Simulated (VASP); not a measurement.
# Be16F (a cell with a defect) in VASP: further runs

The runs below take Be16F (a cell with a defect) through single point, relaxation of the atoms, with PBE.

Program: VASP 6.6.1. These are calculated values, not measurements. Logs are shortened: lines on timing, memory, paths and dates and some standing lists are left out, and cuts for length are marked.

### 1 The crystal as given

The cell holds a defect, 17 atoms: a = 4.580 Å, b = 3.966 Å, c = 7.177 Å, α = 90.00°, β = 90.00°, γ = 90.00°.

The cell was built by a generator and needn't be a form met in nature.

### 2 Single point, PBE

File INCAR:

```
  PREC = Accurate
  ENCUT = 520
  EDIFF = 1E-6
  ISMEAR = 0
  SIGMA = 0.1
  LREAL = Auto
  LASPH = True
  NELM = 100
  ALGO = Fast
  ISIF = 2
  LWAVE = False
  LCHARG = False
  GGA = PE
  NBANDS = 34
```

File KPOINTS:

```
Automatic mesh
0
Gamma
  4 4 3
```

File POSCAR:

```
Be16F
1.0
   -2.2900000000     -3.9663960000      0.0000000000
    3.4350000000     -1.9831980000      0.0000000000
    0.0000000000      0.0000000000      7.1768600000
Be F
16 1
Direct
    0.7442851143      0.5039130842     -0.0030368155
    0.5259710917      0.3256544447      0.2483201152
    0.7114502661      0.5035438576      0.5178528724
    0.4971220239      0.3321955644      0.7607650885
    0.4972409638      0.0025796746     -0.0095975251
    0.2554773231      0.9300795214      0.2258647642
    0.5258111552      0.0081396329      0.5028225785
    0.2489309674      0.8359810564      0.7485092659
    0.2490337665      0.4988102063      0.0026686855
   -0.0304102588      0.3247240986      0.2389796064
    0.2555235096      0.4036396590      0.5251991101
   -0.0129373221      0.3350042275      0.7559556479
   -0.0129802166     -0.0003711917     -0.0048453926
    0.7114216162      0.8303971578      0.2332978238
   -0.0306053036      0.0096986916      0.5120412781
    0.7441795298      0.8307273639      0.7541797364
    0.1288080635      0.6673251907      0.3758603602
```

Potentials or basis: VASP PAW PBE potentials, release 64 (Be, F).

Launch:

```sh
$ cat potpaw_PBE.64/Be/POTCAR potpaw_PBE.64/F/POTCAR > POTCAR
$ mpirun -np 1 vasp_std > vasp.out
```

OUTCAR:

```text
PREC = Accurate
   ENCUT = 520
   EDIFF = 1E-6
   ISMEAR = 0
   LREAL = Auto
   LASPH = True
   NELM = 100
   ISIF = 2
   GGA = PE

 ion  position               nearest neighbor table
   1  0.744  0.504  0.997-  14 2.14  10 2.14   4 2.15  12 2.16  16 2.17   2 2.18  13 2.26   9 2.27
                             5 2.28   5 2.29  13 2.29   9 2.31
   2  0.526  0.326  0.248-   6 2.01  10 2.03  14 2.14  14 2.18   1 2.18   7 2.22   3 2.23   5 2.26
                             9 2.28  11 2.36
   3  0.711  0.504  0.518-   4 2.11  11 2.13  16 2.14   7 2.14   7 2.18  12 2.23   2 2.23  15 2.29
                            15 2.33
   4  0.497  0.332  0.761-  11 2.04   5 2.10   3 2.11   1 2.15   9 2.18  12 2.24   7 2.26   8 2.27
                            16 2.28  16 2.29   8 2.30  12 2.34
   5  0.497  0.003  0.990-   6 2.04   4 2.10  14 2.11  16 2.15   8 2.18  13 2.24   2 2.26   9 2.27
                             1 2.28   1 2.29   9 2.30  13 2.34
   6  0.255  0.930  0.226-  17 1.61   2 2.01   5 2.04  10 2.04  13 2.08  14 2.13   9 2.34   7 2.36

   7  0.526  0.008  0.503-  11 2.00  15 2.03   3 2.14   3 2.18  16 2.18   2 2.22  14 2.23   4 2.26
                             8 2.28   6 2.36
   8  0.249  0.836  0.749-   5 2.18  13 2.23  15 2.23   9 2.26  16 2.27   4 2.27   7 2.28   4 2.30
                            16 2.31  12 2.31  12 2.32  11 2.35
   9  0.249  0.499  0.003-   4 2.18  10 2.23  12 2.24   8 2.26   1 2.27   5 2.27   2 2.28   5 2.30
                             1 2.31  13 2.32  13 2.32   6 2.34
  10  0.970  0.325  0.239-  17 1.83   2 2.03   6 2.04   1 2.14  13 2.18   9 2.23  14 2.29  15 2.32
                            14 2.33
  11  0.256  0.404  0.525-  17 1.61   7 2.00   4 2.04  15 2.04  12 2.08   3 2.13   8 2.35   2 2.36

  12  0.987  0.335  0.756-  11 2.08   1 2.16  13 2.17  15 2.18   3 2.23   9 2.24   4 2.24  16 2.26
                            16 2.29   8 2.31   8 2.32   4 2.34
  13  0.987  1.000  0.995-   6 2.08  16 2.16  12 2.17  10 2.18  14 2.23   8 2.23   5 2.24   1 2.26
                             1 2.29   9 2.32   9 2.32   5 2.34
  14  0.711  0.830  0.233-   5 2.11   6 2.13   1 2.14   2 2.14   2 2.18   7 2.23  13 2.23  10 2.29
                            10 2.33
  15  0.969  0.010  0.512-  17 1.83   7 2.03  11 2.04  16 2.14  12 2.18   8 2.23   3 2.29  10 2.32
                             3 2.33
  16  0.744  0.831  0.754-   3 2.14  15 2.14   5 2.15  13 2.16   1 2.17   7 2.18  12 2.26   8 2.27
                             4 2.28  12 2.29   4 2.29   8 2.31
  17  0.129  0.667  0.376-  11 1.61   6 1.61  15 1.83  10 1.83

  LATTYP: Found a simple orthorhombic cell.
 ALAT       =     3.9663962620
 B/A-ratio  =     1.1547004875
 C/A-ratio  =     1.8094157835

  Lattice vectors:

 A1 = (  -3.4350000000,   1.9831980000,   0.0000000000)
 A2 = (  -2.2900000000,  -3.9663960000,   0.0000000000)
 A3 = (   0.0000000000,   0.0000000000,   7.1768600000)

Analysis of symmetry for initial positions (statically):
=====================================================================
 Subroutine PRICEL returns:
 Original cell was already a primitive cell.

 Routine SETGRP: Setting up the symmetry group for a
 simple orthorhombic supercell.

 Subroutine GETGRP returns: Found  1 space group operations
 (whereof  1 operations were pure point group operations)
 out of a pool of  8 trial point group operations.

The static configuration has the point symmetry C_1 .

Analysis of symmetry for dynamics (positions and initial velocities):
=====================================================================
 Subroutine PRICEL returns:
 Original cell was already a primitive cell.

 Routine SETGRP: Setting up the symmetry group for a
 simple orthorhombic supercell.

 Subroutine GETGRP returns: Found  1 space group operations
 (whereof  1 operations were pure point group operations)
 out of a pool of  8 trial point group operations.

The dynamic configuration has the point symmetry C_1 .

 Subroutine INISYM returns: Found  1 space group operations
 (whereof  1 operations are pure point group operations),
 and found     1 'primitive' translations

----------------------------------------------------------------------------------------

                                     Primitive cell

  volume of cell :     130.3755

  direct lattice vectors                    reciprocal lattice vectors
    -2.290000000 -3.966396000  0.000000000    -0.109170306 -0.189088533  0.000000000
     3.435000000 -1.983198000  0.000000000     0.218340611 -0.126059022  0.000000000
     0.000000000  0.000000000  7.176860000     0.000000000  0.000000000  0.139336702

  length of vectors
     4.579999697  3.966396262  7.176860000     0.218340626  0.252118027  0.139336702

  position of ions in fractional coordinates (direct lattice)
     0.744285114  0.503913084  0.996963184
     0.525971092  0.325654445  0.248320115
     0.711450266  0.503543858  0.517852872
     0.497122024  0.332195564  0.760765089
[... 84 lines left out ...]
   EFERMI =   0.00;   METHOD = LEGACY
   ISMEAR =     0;   SIGMA  =   0.10  broadening in eV -4-tet -1-fermi 0-gaus
   EFERMI_NEDOS =   21; number of points for ismear=-14 and -15
   IALGO  =     68    algorithm
   IMIX   =      4    mixing-type and parameters
     AMIX     =   0.40;   BMIX     =  1.00
     AMIX_MAG =   1.60;   BMIX_MAG =  1.00
  volume/ion in A,a.u.               =       7.67        51.75
  Fermi-wavevector in a.u.,A,eV,Ry     =   1.094875  2.069013 16.309988  1.198750
  Thomas-Fermi vector in A             =   2.231188
   LORBIT       =      0    0 simple, 1 ext, 2 COOP (PROOUT), +10 PAW based schemes
   GGA     = PE    functional components
   LHFCALC =     F    Hartree Fock is set to
   AEXX    =    0.0000 exact exchange contribution
   IVDW    =     0    specifies the selected vdW correction
   LEPSILON=     F    determine dielectric tensor
   LRPA    =     F    only Hartree local field effects (RPA)
 non-spin polarized calculation
 RMM-DIIS sequential band-by-band and
 Gauss-broadening in eV      SIGMA  =   0.10
  energy-cutoff  :      520.00
  volume of cell :      130.38
 maximum number of plane-waves:      3529
 NGX is ok and might be reduce to    36
   NGX = 17   NGY = 15   NGZ = 27

 number of electron      38.9999998 magnetization

 Free energy of the ion-electron system (eV)
  ---------------------------------------------------
  ext. energy  EPLUGINS =         0.00000000
  ---------------------------------------------------
  free energy    TOTEN  =       -61.46207736 eV

  energy without entropy =      -61.45448049  energy(sigma->0) =      -61.45827892

 E-fermi :   7.1466     XC(G=0): -10.7497

 val. band max:        7.1062217056   @ k =   0.2500   0.0000   0.0000
 cond. band min:       7.1570530592   @ k =   0.5000   0.0000   0.0000
 fundamental gap:      0.0508313536
 Fermi energy:         7.1466468549

 k-point     1 :       0.0000    0.0000    0.0000
  band No.  band energies     occupation
      1     -21.2346      2.00000
      2      -4.0642      2.00000
      3      -3.7363      2.00000
      4      -3.4767      2.00000
      5      -3.1166      2.00000
      6      -1.2013      2.00000
[... 23 lines left out ...]
     30      12.1543      0.00000
     31      12.1602      0.00000

 k-point     2 :       0.2500    0.0000    0.0000
  band No.  band energies     occupation
      1     -21.2331      2.00000
      2      -4.0284      2.00000
      3      -3.7943      2.00000
      4      -3.4338      2.00000
      5      -3.0124      2.00000
      6      -1.0442      2.00000
[... 23 lines left out ...]
     30      12.7876      0.00000
     31      13.1708      0.00000

 k-point     3 :       0.5000    0.0000    0.0000
  band No.  band energies     occupation
      1     -21.2317      2.00000
      2      -3.9948      2.00000
      3      -3.9385      2.00000
      4      -3.3845      2.00000
      5      -2.2095      2.00000
      6      -2.0457      2.00000
[... 703 lines left out ...]
     30      13.1437      0.00000
     31      13.6606      0.00000

 k-point    24 :       0.2500    0.5000    0.3333
  band No.  band energies     occupation
      1     -21.2199      2.00000
      2      -4.4559      2.00000
      3      -3.6728      2.00000
      4      -3.2728      2.00000
      5      -1.5987      2.00000
      6      -1.1343      2.00000
[... 23 lines left out ...]
     30      13.5190      0.00000
     31      13.9687      0.00000

 [... further k-points ...]

 [bands above 31 left out]

------------------------ aborting loop because EDIFF is reached ----------------------------------------

  FORCE on cell =-STRESS in cart. coord.  units (eV):
  Direction    XX          YY          ZZ          XY          YZ          ZX
  --------------------------------------------------------------------------------------
  -------------------------------------------------------------------------------------
  Total        8.4590796     12.3949779      7.9959709      3.4014469      0.7065010     -1.2208701
  in kB      103.9531544    152.3211865     98.2620374     41.8001904      8.6821517    -15.0032038
  external PRESSURE =     118.1787928 kB  Pullay stress =       0.0000000 kB

 VOLUME and BASIS-vectors are now :
 -----------------------------------------------------------------------------
  energy-cutoff  :      520.00
  volume of cell :      130.38
      direct lattice vectors                 reciprocal lattice vectors
    -2.290000000 -3.966396000  0.000000000    -0.109170306 -0.189088533  0.000000000
     3.435000000 -1.983198000  0.000000000     0.218340611 -0.126059022  0.000000000
     0.000000000  0.000000000  7.176860000     0.000000000  0.000000000  0.139336702

 POSITION                                       TOTAL-FORCE (eV/Angst)
 -----------------------------------------------------------------------------------
      0.02653     -3.95149      7.15507        -0.002106      0.001324     -0.003367
     -0.08585     -2.73205      1.78216         0.015663      0.001350      0.004119
      0.10045     -3.82052      3.71656         0.004419     -0.010899     -0.009464
      0.00268     -2.63059      5.45990        -0.004274      0.001146      0.002461
     -1.12982     -1.97737      7.10798         0.000552      0.002810     -0.003351
      2.60978     -2.85786      1.62100         0.009808     -0.012485     -0.015122
[... 9 lines left out ...]
      1.14938     -4.59921      5.41264        -0.003716     -0.000165      0.000767
      1.99729     -1.83434      2.69750         0.013905      0.016595     -0.008932
 -----------------------------------------------------------------------------------
    total drift:                               -0.000515      0.001253     -0.000904

  FREE ENERGIE OF THE ION-ELECTRON SYSTEM (eV)
  ---------------------------------------------------
  free  energy   TOTEN  =       -61.4620773557 eV

  energy  without entropy=      -61.4544804890  energy(sigma->0) =      -61.45827892
```

It took 2.4 min on 1 thread of Intel Xeon 6975P-C (Granite Rapids), shared host; peak memory 0.26 GiB.

Results:

| Quantity | Value |
| --- | --- |
| Free energy | -61.4621 eV |
| Pressure | 11.8 GPa |
| Largest force | 0.023 eV/Å |
| Band gap on the k mesh | none (metal or under the smearing width) |

Forces on the atoms (eV/Å):
```
Be  -0.002  0.001 -0.003
Be   0.016  0.001  0.004
Be   0.004 -0.011 -0.009
Be  -0.004  0.001  0.002
Be   0.001  0.003 -0.003
Be   0.010 -0.012 -0.015
Be  -0.002  0.003 -0.001
Be  -0.004  0.002 -0.001
Be   0.001  0.000  0.002
Be   0.000 -0.004  0.005
Be  -0.013 -0.001  0.019
Be   0.000  0.001  0.003
Be  -0.003 -0.001  0.000
Be  -0.008 -0.004  0.007
Be  -0.005  0.004 -0.001
Be  -0.004  0.000  0.001
F    0.014  0.017 -0.009
```

Stress tensor (GPa, compression positive):
```
10.40  4.18 -1.50
 4.18 15.23  0.87
-1.50  0.87  9.83
```

Levels at points of the mesh, in eV from the Fermi level:
```
           k point  band 17  band 18  band 19  band 20  band 21  band 22  band 23  band 24
(0.00, 0.00, 0.00)    -2.21    -1.91     0.45     0.88     1.21     1.46     1.97     2.17
(0.50, 0.00, 0.00)    -2.04    -1.82    -0.25     0.01     0.38     0.78     1.12     1.13
(0.00, 0.50, 0.00)    -2.53    -2.16    -1.92    -1.01     1.26     1.42     1.86     2.48
(0.50, 0.50, 0.00)    -0.83    -0.23    -0.12     0.61     0.76     1.36     2.44     2.94
```

Caveat: the k mesh is coarse (spacing up to 0.40 Å⁻¹), so the values aren't converged; an odd number of electrons without spin polarisation forces a metal; a magnetic or distorted state may lie lower.

### 3 Relaxation of the atoms, PBE

File INCAR:

```
ALGO     = Fast           # electronic algorithm
EDIFF    = 1E-7           # SCF threshold, eV
EDIFFG   = -0.03          # ionic threshold
ENCUT    = 520            # plane-wave cutoff, eV
GGA      = PE             # functional
IBRION   = 2              # ionic algorithm
ISIF     = 2              # what is computed and relaxed
ISMEAR   = 0              # smearing method
LASPH    = True           # aspherical terms in the spheres
LCHARG   = False          # write CHGCAR
LREAL    = Auto         
LWAVE    = False          # write WAVECAR
NELM     = 100            # most SCF steps
NSW      = 80             # ionic steps
PREC     = Accurate       # precision mode
SIGMA    = 0.1            # smearing width, eV
```

File KPOINTS:

```
k-points
0
Gamma
  4 4 3
```

File POSCAR:

```
Be16F
1.0
   -2.2900000000     -3.9663960000      0.0000000000
    3.4350000000     -1.9831980000      0.0000000000
    0.0000000000      0.0000000000      7.1768600000
Be F
16 1
Direct
    0.7500000700      0.5000000400      0.0000000000
    0.5000000400      0.3333333600      0.2500000000
    0.7500000700      0.5000000400      0.5000000000
    0.5000000400      0.3333333600      0.7500000000
    0.5000000300      0.0000000200      0.0000000000
    0.2500000400      0.8333333600      0.2500000000
    0.5000000300      0.0000000200      0.5000000000
    0.2500000400      0.8333333600      0.7500000000
    0.2500000300      0.5000000200      0.0000000000
    0.0000000100      0.3333333400      0.2500000000
    0.2500000300      0.5000000200      0.5000000000
    0.0000000100      0.3333333400      0.7500000000
    0.0000000000      0.0000000000      0.0000000000
    0.7500000800      0.8333333800      0.2500000000
    0.0000000000      0.0000000000      0.5000000000
    0.7500000800      0.8333333800      0.7500000000
    0.0083216900      0.6753752000      0.3848372000
```

Potentials or basis: VASP PAW PBE potentials, release 64 (Be, F).

Launch:

```sh
$ cat potpaw_PBE.64/Be/POTCAR potpaw_PBE.64/F/POTCAR > POTCAR
$ mpirun -np 1 vasp_std > vasp.out
```

Wall time 34 min (1 thread of Intel Xeon 6975P-C (Granite Rapids), shared host); peak memory 0.31 GiB.

Results (log left out):

```yaml
Free_energy: -61.4568 eV
Energy_gained_by_relaxing: 175.4 meV/atom
Ionic_steps: 31
Pressure_after_relaxing: 12.0 GPa
Largest_force_after_relaxing: 0.022 eV/Å
Band_gap_on_the_k_mesh: none (metal or under the smearing width)
```

Forces in eV/Å, atoms in the order of the input:
```
Be   0.003  0.006 -0.001
Be   0.003  0.004 -0.005
Be  -0.007  0.004 -0.013
Be   0.000  0.005 -0.005
Be   0.005 -0.003  0.010
Be   0.002 -0.012 -0.002
Be   0.006 -0.009 -0.006
Be  -0.006 -0.005  0.004
Be   0.011 -0.010  0.000
Be   0.001  0.004  0.005
Be  -0.014  0.004  0.004
Be   0.001  0.002  0.004
Be   0.000  0.000 -0.007
Be   0.003  0.000  0.009
Be   0.003 -0.004  0.010
Be   0.006  0.004  0.000
F   -0.017  0.011 -0.008
```

Stress tensor (GPa, compression positive):
```
10.12  3.39 -1.55
 3.39 15.29  0.06
-1.55  0.06 10.63
```

Step by step:
```csv
step,energy change (eV),largest force (eV/Å),pressure (GPa)
1,0.0000,4.5869,15.20
2,-2.2866,1.0396,11.92
3,-2.2881,1.0072,11.89
4,-2.4437,0.4179,11.65
5,-2.4951,0.3648,11.64
6,-2.5327,0.2059,11.68
7,-2.5425,0.2269,11.77
8,-2.5507,0.2717,11.76
9,-2.5596,0.3866,11.80
10,-2.5621,0.4014,11.81
11,-2.5697,0.4400,11.84
12,-2.5840,0.4971,11.93
13,-2.5994,0.7038,12.17
14,-2.6104,0.7027,12.20
15,-2.6391,0.7100,12.31
16,-2.6653,0.9493,12.56
17,-2.7070,0.7439,12.49
18,-2.7844,0.7021,12.38
19,-2.7042,2.0227,12.73
20,-2.7943,1.0268,12.40
21,-2.8532,0.7307,12.30
22,-2.9208,0.4764,12.22
23,-2.9473,0.2809,12.14
24,-2.9691,0.1921,12.05
25,-2.9771,0.0928,12.04
26,-2.9784,0.1372,12.03
27,-2.9800,0.0494,12.02
28,-2.9800,0.0580,12.02
29,-2.9807,0.0309,12.02
30,-2.9807,0.0473,12.02
31,-2.9811,0.0216,12.02
```

Final structure:
```xyz
17
Lattice="-2.2900 -3.9664 0.0000 3.4350 -1.9832 0.0000 0.0000 0.0000 7.1769" Properties=species:S:1:pos:R:3 pbc="T T T"
Be    0.0198   -3.9431    7.1437
Be   -0.0756   -2.7015    1.7805
Be    0.0857   -3.8319    3.6904
Be   -0.0021   -2.6274    5.4467
Be   -1.1368   -1.9772    7.0966
Be    2.5715   -2.8269    1.5873
Be   -1.1809   -2.1112    3.6128
Be    2.2998   -2.6424    5.3934
Be    1.1378   -1.9654    0.0276
Be   -1.1137   -4.4821    1.7030
Be    0.8035   -1.8191    3.7584
Be   -1.1174   -4.5814    5.4241
Be    1.1659   -5.8862    7.1367
Be    1.2084   -4.4641    1.6594
Be   -2.1632   -3.8705    3.6823
Be    1.1438   -4.5925    5.4023
F     2.0894   -1.9178    2.8084
```

Levels at points of the mesh, in eV from the Fermi level:
| k point | band 16 | band 17 | band 18 | band 19 | band 20 | band 21 | band 22 | band 23 | band 24 | band 25 |
| --- | --- | --- | --- | --- | --- | --- | --- | --- | --- | --- |
| (0.00, 0.00, 0.00) | -2.69 | -2.29 | -1.86 | 0.46 | 0.89 | 1.26 | 1.50 | 1.93 | 2.11 | 2.50 |
| (0.50, 0.00, 0.00) | -2.10 | -2.03 | -1.82 | -0.29 | -0.08 | 0.43 | 0.77 | 1.13 | 1.13 | 2.02 |
| (0.00, 0.50, 0.00) | -3.08 | -2.54 | -2.11 | -1.88 | -1.00 | 1.23 | 1.41 | 1.85 | 2.51 | 2.76 |
| (0.50, 0.50, 0.00) | -2.81 | -0.81 | -0.24 | -0.11 | 0.61 | 0.81 | 1.33 | 2.45 | 2.96 | 4.54 |

Caveat: the k mesh is coarse (spacing up to 0.40 Å⁻¹), so the values aren't converged; an odd number of electrons without spin polarisation forces a metal; a magnetic or distorted state may lie lower.
